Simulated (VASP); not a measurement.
Data:

```
CELL_PARAMETERS angstrom
      2.73445     0.00000     0.00000
      0.00000     2.73445     0.00000
      0.00000     0.00000     3.58408
ATOMIC_POSITIONS crystal
  Li 0.51479 0.49643 0.50798
  Tc 0.98521 0.00357 0.99202
```

The numbers are results of PBE GGA, VASP's PBE PAW potentials (set 64) (plane waves; VASP 6.6.1), not measurements. Run with 400 eV cut-off, 8×8×6 Γ-centred mesh, Fermi-Dirac smearing of 0.050 eV, potentials Li_sv Tc_pv.

At this cut-off the stress carries a Pulay error, which pulls relaxed volumes low.

Problem. What does the run give for the energy per atom (σ→0), pressure, largest force, band gap (on the k-mesh) with the smallest direct gap where there is one?

Solution. 
```yaml
band gap (on the k-mesh): none (metal, semimetal or under 0.01 eV)
energy per atom (σ→0): -5.536 eV/atom
pressure: -10.20 GPa
largest_force: 0.531 eV/Å
```

The structure was generated: LiTc was put into an ordered model structure, which need not be its known phase. The cell was not relaxed at this level, atoms are displaced from their ideal sites.
